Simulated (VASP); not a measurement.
# AlN: exact exchange and RPA correlation, part 5 of 6

How do semilocal functionals compare with the RPA for AlN, and at what cost? The scan starts from a database cell scaled to its smallest volume. The cell is of the zinc-blende type, which need not be the form that is stable at ambient conditions. The start is a computed cell from a database.

VASP 6.6.1, plane waves and PAW; the level of theory is named at each step.

So far. Step 23 (Orbitals, volume ratio 1.03): The run ends at a pressure of -2.57 GPa. Step 24 (Exact exchange, volume ratio 1.03): The Hartree-Fock energy on these orbitals is -12.9017 eV an atom.

### 26. RPA correlation, volume ratio 1.03

This step: RPA correlation on PBE orbitals; plane waves and PAW (Al_GW, N_GW) (VASP 6.6.1).

RPA correlation at this point.

INCAR

```
SYSTEM = AlN
PREC = Accurate
ENCUT = 470
ISMEAR = 0
SIGMA = 0.05
LREAL = .FALSE.
GGA = PE
NBANDS = 528
ALGO = ACFDT
ENCUTGW = 200
NOMEGA = 12
PRECFOCK = Fast
LWAVE = .FALSE.
LCHARG = .FALSE.
```

POSCAR

```
AlN
1.0
    0.0000000000      2.2056186646      2.2056186646
    2.2056186646      0.0000000000      2.2056186646
    2.2056186646      2.2056186646      0.0000000000
Al N
1 1
Direct
    0.0000000000      0.0000000000      0.0000000000
    0.2500000000      0.2500000000      0.2500000000
```

KPOINTS

```
Automatic mesh
0
Gamma
4 4 4
0 0 0
```

The projector-augmented-wave data sets are Al_GW and N_GW (PBE family, release 64).

Launch:

```sh
$ mpirun -np 8 vasp_std
```

The log of the run:

```text
[banner, memory and clock lines left out]
running    8 mpi-ranks, on    1 nodes
[...]
[... a notice as in an earlier step ...]

 LDA part: xc-table for (Slater+PW92), standard interpolation
 found WAVECAR, reading the header
 POSCAR, INCAR and KPOINTS ok, starting setup
[...]
reading WAVECAR
 the WAVECAR file was read successfully
 initial charge from wavefunction
 available memory per node:     43.25 GB, setting MAXMEM to     44285

 The Fermi energy was updated, please check that it is located mid-gap
 values below the HOMO (VB) or above the LUMO (CB) will cause erroneous energies
 E-fermi :   6.3702

 the WAVEDER file was read successfully
 set NWRITE>2 for more details about minimax calculation
 number of imaginary grid points requested:      12
 number of distinct grids requested:  1
 quadrature errors minimized for energies in [ 0.328E+01, 0.472E+03 ]
 bosonic grid (T=0, re) determined with error: 0.6842E-08
 bosonic grid (re): 0.6842E-08
[...]
NQ=   2    0.2500    0.0000    0.0000,
|.........|.........|.........|.........
 performed       3146000 updates of chi_q(r,r)
 total number of BLAS operations        497.27 Gflops
NQ=   3    0.5000    0.0000    0.0000,
|.........|.........|.........|.........
 performed       4719000 updates of chi_q(r,r)
 total number of BLAS operations        736.99 Gflops
NQ=   4    0.2500    0.2500    0.0000,
|.........|.........|.........|.........
 performed       6292000 updates of chi_q(r,r)
 total number of BLAS operations        959.65 Gflops
NQ=   5    0.5000    0.2500    0.0000,
|.........|.........|.........|.........
 performed       7865000 updates of chi_q(r,r)
 total number of BLAS operations       1192.47 Gflops
NQ=   6   -0.2500    0.2500    0.0000,
|.........|.........|.........|.........
 performed       9438000 updates of chi_q(r,r)
 total number of BLAS operations       1432.18 Gflops
NQ=   7    0.5000    0.5000    0.0000,
|.........|.........|.........|.........
 performed      11011000 updates of chi_q(r,r)
 total number of BLAS operations       1632.02 Gflops
NQ=   8   -0.2500    0.5000    0.2500,
|.........|.........|.........|.........
 performed      12584000 updates of chi_q(r,r)
 total number of BLAS operations       1893.04 Gflops
 entering main loop
```

It took 18 s on 8 MPI ranks of Intel Xeon 6975P-C (Granite Rapids), shared host; peak memory 1.3 GiB; 2.3 min of CPU time.

Parts of OUTCAR (step 26):

```text
      cutoff energy     smooth cutoff   RPA   correlation   Hartree contr. to MP2
---------------------------------------------------------------------------------
            200.000           160.000      -11.5360720795      -18.4086191989
            190.476           152.381      -11.4360526396      -18.2899524522
            181.406           145.125      -11.3311539555      -18.1635886479
            172.768           138.214      -11.2205105686      -18.0281615048
            164.541           131.632      -11.1011532424      -17.8797684690
            156.705           125.364      -10.9768903770      -17.7226184489
            149.243           119.394      -10.8479489172      -17.5568717290
            142.136           113.709      -10.7109352825      -17.3781111064
  linear regression

[... 3 parts as in an earlier step ...]

[... 1 further part left out ...]
[key lines of the parts left out:]
E-fermi :   6.3702
```

The correlation energy is -6.3811 eV an atom, -15 meV against the point before. With exact exchange the total is -19.2828 eV an atom.

### 27. Comparison: r2SCAN, volume ratio 1.03

This step: r2SCAN; plane waves and PAW (Al_GW, N_GW) (VASP 6.6.1).

The comparison at this point.

INCAR

```
SYSTEM = AlN
PREC = Accurate
ENCUT = 470
EDIFF = 1E-06
NELM = 100
ISMEAR = 0
SIGMA = 0.05
LREAL = .FALSE.
ALGO = Normal
METAGGA = R2SCAN
LASPH = .TRUE.
NBANDS = 10
LWAVE = .FALSE.
LCHARG = .FALSE.
KPAR = 8
```

POSCAR is that of step 26.

KPOINTS is that of step 26.

Launch:

```sh
$ mpirun -np 8 vasp_std
```

The log of the run:

```text
[... set-up lines as in an earlier step ...]
 entering main loop
       N       E                     dE             d eps       ncg     rms          rms(c)
DAV:   1     0.175720E+02    0.17572E+02   -0.45365E+03   160   0.687E+02
DAV:   2    -0.225412E+02   -0.40113E+02   -0.38698E+02   212   0.189E+02
DAV:   3    -0.236282E+02   -0.10870E+01   -0.10843E+01   202   0.264E+01
DAV:   4    -0.236336E+02   -0.53947E-02   -0.53936E-02   194   0.238E+00
[...]
DAV:  10    -0.191182E+02   -0.91253E-04   -0.16690E-04   172   0.172E-01    0.280E-03
DAV:  11    -0.191182E+02   -0.11392E-05   -0.35702E-06   224   0.164E-02    0.153E-03
DAV:  12    -0.191182E+02   -0.16404E-06   -0.47858E-07   102   0.629E-03
   1 F= -.19118191E+02 E0= -.19118191E+02  d E =-.619329E-21
```

Wall time 6.2 s (8 MPI ranks); peak memory 1 GiB; 42 s of CPU time.

Parts of OUTCAR (step 27):

```text
  Total       -0.9545997     -0.9545997     -0.9545997     -0.0000000      0.0000000      0.0000000
  in kB      -71.2706267    -71.2706267    -71.2706267     -0.0000000      0.0000000      0.0000000
  external PRESSURE =     -71.2706267 kB  Pullay stress =       0.0000000 kB

  FREE ENERGIE OF THE ION-ELECTRON SYSTEM (eV)
  ---------------------------------------------------
  free  energy   TOTEN  =       -19.1181914373 eV

  energy  without entropy=      -19.1181914373  energy(sigma->0) =      -19.11819144

[... 3 parts as in an earlier step ...]

[... 1 further part left out ...]
[key lines of the parts left out:]
E-fermi :   4.7822
```

Its energy is -9.5591 eV an atom, on a zero of its own.

### 28. Orbitals for comparison: HSE06, volume ratio 1.03

This step: PBE; plane waves and PAW (Al_GW, N_GW) (VASP 6.6.1).

Starting orbitals, as before.

INCAR

```
SYSTEM = AlN
PREC = Accurate
ENCUT = 470
EDIFF = 1E-05
NELM = 100
ISMEAR = 0
SIGMA = 0.05
LREAL = .FALSE.
ALGO = Normal
GGA = PE
NBANDS = 10
LORBIT = 11
LWAVE = .TRUE.
LCHARG = .FALSE.
KPAR = 8
```

POSCAR is that of step 27.

KPOINTS is that of step 27.

Launch:

```sh
$ mpirun -np 8 vasp_std
```

The log of the run:

```text
[... set-up lines as in an earlier step ...]
 entering main loop
       N       E                     dE             d eps       ncg     rms          rms(c)
[... 10 cycles as in an earlier step ...]
DAV:  11    -0.148386E+02    0.12439E-05   -0.58594E-06   110   0.278E-02
   1 F= -.14838578E+02 E0= -.14838578E+02  d E =-.159039E-18
 writing wavefunctions
```

Wall time 1.8 s (8 MPI ranks); peak memory 0.99 GiB.

From OUTCAR (step 28):

```text
  Total       -0.3458123     -0.3458123     -0.3458123      0.0000000     -0.0000000      0.0000000
  in kB      -25.8184209    -25.8184209    -25.8184209      0.0000000     -0.0000000      0.0000000
  external PRESSURE =     -25.8184209 kB  Pullay stress =       0.0000000 kB

  FREE ENERGIE OF THE ION-ELECTRON SYSTEM (eV)
  ---------------------------------------------------
  free  energy   TOTEN  =       -14.8385777437 eV

  energy  without entropy=      -14.8385777437  energy(sigma->0) =      -14.83857774

[... 3 parts as in an earlier step ...]

[... 1 further part left out ...]
[key lines of the parts left out:]
E-fermi :   5.0336
```

The run ends at a pressure of -2.58 GPa.

### 29. Comparison: HSE06, volume ratio 1.03

This step: HSE06; plane waves and PAW (Al_GW, N_GW) (VASP 6.6.1).

The comparison at this point.

INCAR

```
SYSTEM = AlN
PREC = Accurate
ENCUT = 470
EDIFF = 1E-06
NELM = 100
ISMEAR = 0
SIGMA = 0.05
LREAL = .FALSE.
ALGO = Normal
LHFCALC = .TRUE.
AEXX = 0.25
GGA = PE
HFSCREEN = 0.2
LASPH = .TRUE.
NBANDS = 10
PRECFOCK = Fast
LWAVE = .FALSE.
LCHARG = .FALSE.
KPAR = 8
```

POSCAR is that of step 28.

KPOINTS is that of step 28.

The WAVECAR or CHGCAR of an earlier step is read.

Launch:

```sh
$ mpirun -np 8 vasp_std
```

The log of the run:

```text
[... set-up lines as in an earlier step ...]
 entering main loop
       N       E                     dE             d eps       ncg     rms          rms(c)
DAV:   1    -0.173915E+02   -0.17391E+02   -0.32648E-01   162   0.599E+00    0.346E-01
DAV:   2    -0.173930E+02   -0.14778E-02   -0.27697E-03   192   0.411E-01    0.226E-01
DAV:   3    -0.173924E+02    0.57187E-03   -0.16085E-04   190   0.149E-01    0.133E-01
DAV:   4    -0.173922E+02    0.20164E-03   -0.73047E-05   178   0.104E-01    0.776E-02
DAV:   5    -0.173921E+02    0.66137E-04   -0.26585E-05   198   0.656E-02    0.453E-02
DAV:   6    -0.173921E+02    0.21384E-04   -0.85062E-06   182   0.403E-02    0.262E-02
DAV:   7    -0.173921E+02    0.70306E-05   -0.28007E-06   168   0.237E-02    0.152E-02
DAV:   8    -0.173921E+02    0.27644E-05   -0.91839E-07    88   0.138E-02    0.884E-03
DAV:   9    -0.173921E+02    0.69142E-06   -0.37985E-07    86   0.775E-03
   1 F= -.17392085E+02 E0= -.17392085E+02  d E =-.220555E-20
```

The job ended after 8.4 s (8 MPI ranks; peak memory 1.7 GiB; 59 s of CPU time).

From OUTCAR (step 29):

```text
 POSITION                                       TOTAL-FORCE (eV/Angst)
 -----------------------------------------------------------------------------------
      0.00000      0.00000      0.00000        -0.000000     -0.000000     -0.000000
      1.10281      1.10281      1.10281         0.000000      0.000000      0.000000
 -----------------------------------------------------------------------------------
    total drift:                               -0.000000     -0.000000     -0.000001

  FREE ENERGIE OF THE ION-ELECTRON SYSTEM (eV)
  ---------------------------------------------------
  free  energy   TOTEN  =       -17.3920853328 eV

  energy  without entropy=      -17.3920853328  energy(sigma->0) =      -17.39208533

[... 2 parts as in an earlier step ...]

[... 1 further part left out ...]
[key lines of the parts left out:]
E-fermi :   4.0975
```

Its energy is -8.6960 eV an atom, on a zero of its own.

### 30. Orbitals, volume ratio 1.06

This step: PBE; plane waves and PAW (Al_GW, N_GW) (VASP 6.6.1).

The same chain follows at a volume ratio of 1.06.

INCAR

```
SYSTEM = AlN
PREC = Accurate
ENCUT = 470
EDIFF = 1E-08
NELM = 100
ISMEAR = 0
SIGMA = 0.05
LREAL = .FALSE.
ALGO = Normal
GGA = PE
NBANDS = 10
LORBIT = 11
LWAVE = .TRUE.
LCHARG = .FALSE.
KPAR = 8
```

POSCAR

```
AlN
1.0
    0.0000000000      2.2268278375      2.2268278375
    2.2268278375      0.0000000000      2.2268278375
    2.2268278375      2.2268278375      0.0000000000
Al N
1 1
Direct
    0.0000000000      0.0000000000      0.0000000000
    0.2500000000      0.2500000000      0.2500000000
```

KPOINTS is that of step 29.

Launch:

```sh
$ mpirun -np 8 vasp_std
```

The log of the run:

```text
[... set-up lines as in an earlier step ...]
 entering main loop
       N       E                     dE             d eps       ncg     rms          rms(c)
DAV:   1     0.199610E+02    0.19961E+02   -0.44671E+03   160   0.664E+02
DAV:   2    -0.156250E+02   -0.35586E+02   -0.34190E+02   214   0.179E+02
DAV:   3    -0.170996E+02   -0.14746E+01   -0.14724E+01   210   0.311E+01
DAV:   4    -0.171072E+02   -0.75437E-02   -0.75425E-02   184   0.276E+00
[...]
DAV:  12    -0.148218E+02   -0.19091E-06   -0.40145E-07   180   0.519E-03    0.939E-04
DAV:  13    -0.148218E+02    0.14670E-07   -0.11672E-07   238   0.288E-03    0.704E-05
DAV:  14    -0.148218E+02   -0.41113E-08   -0.10973E-09   104   0.318E-04
   1 F= -.14821843E+02 E0= -.14821843E+02  d E =-.235153E-17
 writing wavefunctions
```

Wall time 2 s (8 MPI ranks); peak memory 0.99 GiB.

Parts of OUTCAR (step 30):

```text
  Total       -1.0608393     -1.0608393     -1.0608393      0.0000000      0.0000000      0.0000000
  in kB      -76.9609233    -76.9609233    -76.9609233      0.0000000      0.0000000      0.0000000
  external PRESSURE =     -76.9609233 kB  Pullay stress =       0.0000000 kB

 POSITION                                       TOTAL-FORCE (eV/Angst)
 -----------------------------------------------------------------------------------
      0.00000      0.00000      0.00000         0.000000      0.000000      0.000000
      1.11341      1.11341      1.11341        -0.000000     -0.000000     -0.000000
 -----------------------------------------------------------------------------------
    total drift:                               -0.000000     -0.000000     -0.000000

  FREE ENERGIE OF THE ION-ELECTRON SYSTEM (eV)
  ---------------------------------------------------
  free  energy   TOTEN  =       -14.8218433407 eV

  energy  without entropy=      -14.8218433407  energy(sigma->0) =      -14.82184334

[... 1 part as in an earlier step ...]

[... 2 further parts left out ...]
[key lines of the parts left out:]
E-fermi :   4.7891
```

The run ends at a pressure of -7.70 GPa.

### 31. Exact exchange, volume ratio 1.06

This step: Hartree-Fock energy on PBE orbitals; plane waves and PAW (Al_GW, N_GW) (VASP 6.6.1).

Exact exchange at this point.

INCAR

```
SYSTEM = AlN
PREC = Accurate
ENCUT = 470
ISMEAR = 0
SIGMA = 0.05
LREAL = .FALSE.
GGA = PE
NBANDS = 10
ALGO = Eigenval
NELM = 1
LHFCALC = .TRUE.
AEXX = 1
ALDAC = 0
AGGAC = 0
PRECFOCK = Normal
LWAVE = .FALSE.
LCHARG = .FALSE.
```

POSCAR is that of step 30.

KPOINTS is that of step 30.

The WAVECAR or CHGCAR of an earlier step is read.

Launch:

```sh
$ mpirun -np 8 vasp_std
```

The log of the run:

```text
[... set-up lines as in an earlier step ...]
 entering main loop
       N       E                     dE             d eps       ncg     rms          rms(c)
EIG:   1    -0.257534E+02   -0.25753E+02    0.00000E+00     0   0.000E+00
   1 F= -.25753375E+02 E0= -.25753375E+02  d E =-.317352E-18
```

The job ended after 4.2 s (8 MPI ranks; peak memory 0.83 GiB).

Parts of OUTCAR (step 31):

```text
 POSITION                                       TOTAL-FORCE (eV/Angst)
 -----------------------------------------------------------------------------------
      0.00000      0.00000      0.00000        -0.000000     -0.000000     -0.000000
      1.11341      1.11341      1.11341         0.000000      0.000000      0.000000
 -----------------------------------------------------------------------------------
    total drift:                                0.000000     -0.000000     -0.000000

  FREE ENERGIE OF THE ION-ELECTRON SYSTEM (eV)
  ---------------------------------------------------
  free  energy   TOTEN  =       -25.7533751164 eV

  energy  without entropy=      -25.7533751164  energy(sigma->0) =      -25.75337512

[... 2 parts as in an earlier step ...]

[... 1 further part left out ...]
[key lines of the parts left out:]
E-fermi :   4.7976
```

The Hartree-Fock energy on these orbitals is -12.8767 eV an atom.

### 32. Empty bands, volume ratio 1.06

This step: PBE; plane waves and PAW (Al_GW, N_GW) (VASP 6.6.1).

The empty bands are made again, for the run that follows.

INCAR

```
SYSTEM = AlN
PREC = Accurate
ENCUT = 470
ISMEAR = 0
SIGMA = 0.05
LREAL = .FALSE.
GGA = PE
NBANDS = 528
ALGO = Exact
NELM = 1
LWAVE = .TRUE.
LCHARG = .FALSE.
LOPTICS = .TRUE.
NEDOS = 1000
CSHIFT = 0.1
```

POSCAR is that of step 31.

KPOINTS is that of step 31.

Launch:

```sh
$ mpirun -np 8 vasp_std
```

The log of the run:

```text
[... set-up lines as in an earlier step ...]
 entering main loop
       N       E                     dE             d eps       ncg     rms          rms(c)
DIA:   1    -0.148218E+02   -0.14822E+02    0.00000E+00     0   0.000E+00
   1 F= -.14821843E+02 E0= -.14821843E+02  d E =-.915502E-18
 writing wavefunctions
 optical routines
 imaginary and real dielectric function
 recalculating local potential from charge density
 direction            1
 direction            2
 direction            3
```

The job ended after 2.6 s (8 MPI ranks; peak memory 0.92 GiB).

Parts of OUTCAR (step 32):

```text
  Total       -1.0606888     -1.0606888     -1.0606888      0.0000000      0.0000000      0.0000000
  in kB      -76.9500020    -76.9500020    -76.9500020      0.0000000      0.0000000      0.0000000
  external PRESSURE =     -76.9500020 kB  Pullay stress =       0.0000000 kB

 POSITION                                       TOTAL-FORCE (eV/Angst)
 -----------------------------------------------------------------------------------
      0.00000      0.00000      0.00000         0.000000     -0.000000      0.000000
      1.11341      1.11341      1.11341        -0.000000      0.000000     -0.000000
 -----------------------------------------------------------------------------------
    total drift:                               -0.000000     -0.000000     -0.000000

  FREE ENERGIE OF THE ION-ELECTRON SYSTEM (eV)
  ---------------------------------------------------
  free  energy   TOTEN  =       -14.8218433420 eV

  energy  without entropy=      -14.8218433420  energy(sigma->0) =      -14.82184334

[... 2 parts as in an earlier step ...]

[... 1 further part left out ...]
[key lines of the parts left out:]
E-fermi :   4.7931
```

### 33. RPA correlation, volume ratio 1.06

This step: RPA correlation on PBE orbitals; plane waves and PAW (Al_GW, N_GW) (VASP 6.6.1).

RPA correlation at this point.

INCAR

```
SYSTEM = AlN
PREC = Accurate
ENCUT = 470
ISMEAR = 0
SIGMA = 0.05
LREAL = .FALSE.
GGA = PE
NBANDS = 528
ALGO = ACFDT
ENCUTGW = 200
NOMEGA = 12
PRECFOCK = Fast
LWAVE = .FALSE.
LCHARG = .FALSE.
```

POSCAR is that of step 32.

KPOINTS is that of step 32.

Launch:

```sh
$ mpirun -np 8 vasp_std
```

The log of the run:

```text
[banner, memory and clock lines left out]
running    8 mpi-ranks, on    1 nodes
[...]
[... a notice as in an earlier step ...]

 LDA part: xc-table for (Slater+PW92), standard interpolation
 found WAVECAR, reading the header
 POSCAR, INCAR and KPOINTS ok, starting setup
[...]
reading WAVECAR
 the WAVECAR file was read successfully
 initial charge from wavefunction
 available memory per node:     43.59 GB, setting MAXMEM to     44638

 The Fermi energy was updated, please check that it is located mid-gap
 values below the HOMO (VB) or above the LUMO (CB) will cause erroneous energies
 E-fermi :   6.1287

 the WAVEDER file was read successfully
 set NWRITE>2 for more details about minimax calculation
 number of imaginary grid points requested:      12
 number of distinct grids requested:  1
 quadrature errors minimized for energies in [ 0.326E+01, 0.471E+03 ]
 bosonic grid (T=0, re) determined with error: 0.6928E-08
 bosonic grid (re): 0.6928E-08
[...]
NQ=   2    0.2500    0.0000    0.0000,
|.........|.........|.........|.........
 performed       3146000 updates of chi_q(r,r)
 total number of BLAS operations        519.47 Gflops
NQ=   3    0.5000    0.0000    0.0000,
|.........|.........|.........|.........
 performed       4719000 updates of chi_q(r,r)
 total number of BLAS operations        759.19 Gflops
NQ=   4    0.2500    0.2500    0.0000,
|.........|.........|.........|.........
 performed       6292000 updates of chi_q(r,r)
 total number of BLAS operations       1038.65 Gflops
NQ=   5    0.5000    0.2500    0.0000,
|.........|.........|.........|.........
 performed       7865000 updates of chi_q(r,r)
 total number of BLAS operations       1296.05 Gflops
NQ=   6   -0.2500    0.2500    0.0000,
|.........|.........|.........|.........
 performed       9438000 updates of chi_q(r,r)
 total number of BLAS operations       1535.77 Gflops
NQ=   7    0.5000    0.5000    0.0000,
|.........|.........|.........|.........
 performed      11011000 updates of chi_q(r,r)
 total number of BLAS operations       1818.98 Gflops
NQ=   8   -0.2500    0.5000    0.2500,
|.........|.........|.........|.........
 performed      12584000 updates of chi_q(r,r)
 total number of BLAS operations       2080.00 Gflops
 entering main loop
```

The job ended after 19 s (8 MPI ranks; peak memory 1.3 GiB; 2.4 min of CPU time).

From OUTCAR (step 33):

```text
      cutoff energy     smooth cutoff   RPA   correlation   Hartree contr. to MP2
---------------------------------------------------------------------------------
            200.000           160.000      -11.5770526062      -18.5856689796
            190.476           152.381      -11.4780711089      -18.4680563644
            181.406           145.125      -11.3733239737      -18.3417086817
            172.768           138.214      -11.2641840983      -18.2079155443
            164.541           131.632      -11.1456639891      -18.0602550643
            156.705           125.364      -11.0217348082      -17.9032627600
            149.243           119.394      -10.8931324782      -17.7375160187
            142.136           113.709      -10.7586859030      -17.5615505891
  linear regression

[... 3 parts as in an earlier step ...]

[... 1 further part left out ...]
[key lines of the parts left out:]
E-fermi :   6.1287
```

The correlation energy is -6.3971 eV an atom, -16 meV against the point before. With exact exchange the total is -19.2738 eV an atom.

[end of part 5 of 6]

[Long decimals in the printed logs are rounded to 6 places.]

[Lines on the potential files, build, host, timing and source positions are cut from VASP's logs without a mark.]

[Logs are printed without paths, hosts, clocks, repeated set-up lines and the standing remarks that a program may print on its own settings, such as how far it seeks lower states.]

[Hosts, paths, dates, database ids (printed as entryN), source tags and the programs' standing remarks are cut or masked in the printed files.]

[Measured values are set beside computed ones only where the two were judged alike; some that the calculation misses by far are left out.]

[Pressures printed for these runs are not shown converged in the cutoff: they can be off by several GPa and have the wrong sign.]
